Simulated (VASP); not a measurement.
Given:

```
RbBr
1.0
    0.00000     3.66305     3.66305
    3.66305     0.00000     3.66305
    3.66305     3.66305     0.00000
Rb Br
1 1
Cartesian
  0.00000   0.00000   0.00000
  3.66305   3.66305   3.66305
```

The numbers are results of RPBE GGA, VASP's PBE PAW potentials (set 64) (plane waves; VASP), not measurements. Run with 520 eV cut-off, 6×6×6 Γ-centred mesh, Gaussian smearing of 0.050 eV, potentials Rb_sv Br.

Problem. Predict the energy per atom (σ→0), band gap (on the k-mesh) with the smallest direct gap where there is one.

Solution. 
| Item | Result |
|---|---|
| band gap (on the k-mesh) | 4.19 eV |
| smallest direct gap (on the k-mesh) | 4.19 eV |
| energy per atom (σ→0) | -2.911 eV/atom |

The absolute energy has meaning only against runs of the same code, potentials and settings.

The compound is RbBr in the rock salt structure. This cell is one point of a volume scan, at 1.03 of the reference volume.
